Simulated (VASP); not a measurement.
Calculation: PBEsol GGA, VASP's PBE PAW potentials (set 64) (plane waves; VASP).

VASP input:

**KPOINTS**
```
Automatic
0
Gamma
5 5 5
0 0 0
```

POSCAR:
```
SrTiO3
1.0
  3.8964014399   0.0000000000   0.0000000000
  0.0000000000   3.8964014399   0.0000000000
  0.0000000000   0.0000000000   3.8964014399
Sr Ti O
1 1 3
Cart
  0.0000000000   0.0000000000   0.0000000000
  1.9482007199   1.9482007199   1.9482007199
  1.9482007199   0.0000000000   1.9482007199
  0.0000000000   1.9482007199   1.9482007199
  1.9482007199   1.9482007199   0.0000000000
```

### INCAR
```
ALGO  =  Normal
EDIFF  =  1E-6
EDIFFG  =  -0.02
ENCUT  =  520
GGA  =  PS
IBRION  =  2
ISIF  =  3
ISMEAR  =  0
LASPH  =  .True.
LCHARG  =  .False.
LMAXMIX  =  4
LREAL  =  .False.
LWAVE  =  .False.
NELM  =  100
NSW  =  60
PREC  =  Accurate
SIGMA  =  0.05
SYSTEM  =  SrTiO3
```

POTCAR, in this order: Sr_sv Ti_sv O (PBE.64 set). Program: vasp_std.

Output of the run:

### OUTCAR
```
 ion  position               nearest neighbor table
   1  0.000  0.000  0.000-   3 2.76   4 2.76   5 2.76   3 2.76   4 2.76   4 2.76   5 2.76   4 2.76
                             3 2.76   5 2.76   3 2.76   5 2.76   2 3.37   2 3.37   2 3.37   2 3.37
   2  0.500  0.500  0.500-   3 1.95   4 1.95   5 1.95   5 1.95   3 1.95   4 1.95   1 3.37   1 3.37
                             1 3.37   1 3.37   1 3.37   1 3.37   1 3.37   1 3.37
   3  0.500  0.000  0.500-   2 1.95   2 1.95   1 2.76   1 2.76   1 2.76   1 2.76
   4  0.000  0.500  0.500-   2 1.95   2 1.95   1 2.76   1 2.76   1 2.76   1 2.76
   5  0.500  0.500  0.000-   2 1.95   2 1.95   1 2.76   1 2.76   1 2.76   1 2.76
  LATTYP: Found a simple cubic cell.
 ALAT       =     3.8964014399
 Subroutine PRICEL returns:
 Original cell was already a primitive cell.
 Subroutine GETGRP returns: Found 48 space group operations
The static configuration has the point symmetry O_h .
The dynamic configuration has the point symmetry O_h .
 Subroutine INISYM returns: Found 48 space group operations
 Subroutine IBZKPT returns following result:
 Found     10 irreducible k-points:

 Following reciprocal coordinates:
            Coordinates               Weight
  0.000000  0.000000  0.000000      1.000000
  0.200000  0.000000  0.000000      6.000000
  0.400000  0.000000  0.000000      6.000000
  0.200000  0.200000  0.000000     12.000000
  0.400000  0.200000  0.000000     24.000000
  0.400000  0.400000  0.000000     12.000000
  0.200000  0.200000  0.200000      8.000000
  0.400000  0.200000  0.200000     24.000000
  0.400000  0.400000  0.200000     24.000000
  0.400000  0.400000  0.400000      8.000000
   k-points           NKPTS =     10   k-points in BZ     NKDIM =     10   number of bands    NBANDS=     24
   number of dos      NEDOS =    301   number of ions     NIONS =      5
   total plane-waves  NPLWV =  27000
   dimension x,y,z NGX =    30 NGY =   30 NGZ =   30
   dimension x,y,z NGXF=    60 NGYF=   60 NGZF=   60
   ions per type =               1   1   3
   PREC   = accura    normal or accurate (medium, high low for compatibility)
   ISTART =      0    job   : 0-new  1-cont  2-samecut
   ICHARG =      2    charge: 1-file 2-atom 10-const
   ISPIN  =      1    spin polarized calculation?
   LNONCOLLINEAR =      F non collinear calculations
   LSORBIT =      F    spin-orbit coupling
   INIWAV =      1    electr: 0-lowe 1-rand  2-diag
   ENCUT  =  520.0 eV  38.22 Ry    6.18 a.u.   7.24  7.24  7.24*2*pi/ulx,y,z
   NELM   =    100;   NELMIN=  2; NELMDL= -5     # of ELM steps
   EDIFF  = 0.1E-05   stopping-criterion for ELM
   LREAL  =      F    real-space projection
   NLSPLINE    = F    spline interpolate recip. space projectors
   LMAXMIX     =    4 max onsite mixed and CHGCAR
   VOSKOWN=      0    Vosko Wilk Nusair interpolation
   EDIFFG = -.2E-01   stopping-criterion for IOM
   NSW    =     60    number of steps for IOM
   NBLOCK =      1;   KBLOCK =     60    inner block; outer block
   IBRION =      2    ionic relax: 0-MD 1-quasi-New 2-CG
   NFREE  =      1    steps in history (QN), initial steepest desc. (CG)
   ISIF   =      3    stress and relaxation
   ISYM   =      2    0-nonsym 1-usesym 2-fastsym
   TEIN   =    0.0    initial temperature
   TEBEG  =    0.0;   TEEND  =   0.0 temperature during run
   SMASS  =  -3.00    Nose mass-parameter (am)
   PSTRESS=    0.0 pullay stress
   NELECT =      40.0000    total number of electrons
   EFERMI =   0.00;   METHOD = LEGACY
   ISMEAR =     0;   SIGMA  =   0.05  broadening in eV -4-tet -1-fermi 0-gaus
   IALGO  =     38    algorithm
   LDIAG  =      T    sub-space diagonalisation (order eigenvalues)
   IMIX   =      4    mixing-type and parameters
     AMIX     =   0.40;   BMIX     =  1.00
     AMIX_MAG =   1.60;   BMIX_MAG =  1.00
     AMIN     =   0.10
   GGA     = PS    functional components
   VOSKOWN =     0    Vosko Wilk Nusair interpolation
   LHFCALC =     F    Hartree Fock is set to
   LHFONE  =     F    Hartree Fock one center treatment
...
```

File OSZICAR:
```
       N       E                     dE             d eps       ncg     rms          rms(c)
DAV:   1     0.448086778573E+03    0.44809E+03   -0.21685E+04   480   0.185E+03
DAV:   2    -0.655954211413E+01   -0.45465E+03   -0.44832E+03   568   0.501E+02
DAV:   3    -0.494782023111E+02   -0.42919E+02   -0.42111E+02   680   0.145E+02
DAV:   4    -0.515682097825E+02   -0.20900E+01   -0.20892E+01   680   0.288E+01
DAV:   5    -0.516282712290E+02   -0.60061E-01   -0.60059E-01   648   0.384E+00    0.278E+01
DAV:   6    -0.420638325425E+02    0.95644E+01   -0.61227E+01   736   0.739E+01    0.170E+01
DAV:   7    -0.420919674719E+02   -0.28135E-01   -0.80069E+00   576   0.218E+01    0.111E+01
DAV:   8    -0.421341486038E+02   -0.42181E-01   -0.20825E+00   624   0.159E+01    0.338E+00
DAV:   9    -0.420170730062E+02    0.11708E+00   -0.53892E-01   592   0.775E+00    0.932E-01
DAV:  10    -0.420226125527E+02   -0.55395E-02   -0.14410E-01   632   0.262E+00    0.846E-01
DAV:  11    -0.420129783692E+02    0.96342E-02   -0.69993E-02   736   0.214E+00    0.159E-01
DAV:  12    -0.420128900245E+02    0.88345E-04   -0.27652E-03   640   0.603E-01    0.606E-02
DAV:  13    -0.420129130600E+02   -0.23035E-04   -0.21741E-04   720   0.154E-01    0.392E-02
DAV:  14    -0.420129135027E+02   -0.44274E-06   -0.75859E-05   656   0.105E-01    0.163E-02
DAV:  15    -0.420129112341E+02    0.22686E-05   -0.34429E-05   632   0.583E-02    0.856E-03
DAV:  16    -0.420129114331E+02   -0.19893E-06   -0.44404E-06   544   0.224E-02
   1 F= -.42012911E+02 E0= -.42012911E+02  d E =-.420129E+02
```

File OUTCAR:
```
------------------------ aborting loop because EDIFF is reached ----------------------------------------
  FORCE on cell =-STRESS in cart. coord.  units (eV):
  Direction    XX          YY          ZZ          XY          YZ          ZX
  --------------------------------------------------------------------------------------
  Total       -0.0321217     -0.0321217     -0.0321217      0.0000000     -0.0000000      0.0000000
  in kB       -0.8699967     -0.8699967     -0.8699967      0.0000000     -0.0000000      0.0000000
  external PRESSURE =      -0.8699967 kB  Pullay stress =       0.0000000 kB
  volume of cell :       59.15
      direct lattice vectors                 reciprocal lattice vectors
     3.896401440  0.000000000  0.000000000     0.256647067  0.000000000  0.000000000
     0.000000000  3.896401440  0.000000000     0.000000000  0.256647067  0.000000000
     0.000000000  0.000000000  3.896401440     0.000000000  0.000000000  0.256647067
 POSITION                                       TOTAL-FORCE (eV/Angst)
 -----------------------------------------------------------------------------------
      0.00000      0.00000      0.00000         0.000000      0.000000      0.000000
      1.94820      1.94820      1.94820         0.000000      0.000000      0.000000
      1.94820      0.00000      1.94820         0.000000      0.000000      0.000000
      0.00000      1.94820      1.94820         0.000000      0.000000      0.000000
      1.94820      1.94820      0.00000         0.000000      0.000000      0.000000
 -----------------------------------------------------------------------------------
    total drift:                                0.000000      0.000000     -0.000000
  FREE ENERGIE OF THE ION-ELECTRON SYSTEM (eV)
  ---------------------------------------------------
  free  energy   TOTEN  =       -42.0129114331 eV

  energy  without entropy=      -42.0129114331  energy(sigma->0) =      -42.01291143

 reached required accuracy - stopping structural energy minimisation
```
(Selected blocks of OUTCAR.)

The compound is SrTiO3 in the cubic perovskite structure, the ideal cubic form; the compound distorts at low or room temperature. It was relaxed first. The start is the result of an earlier pass.
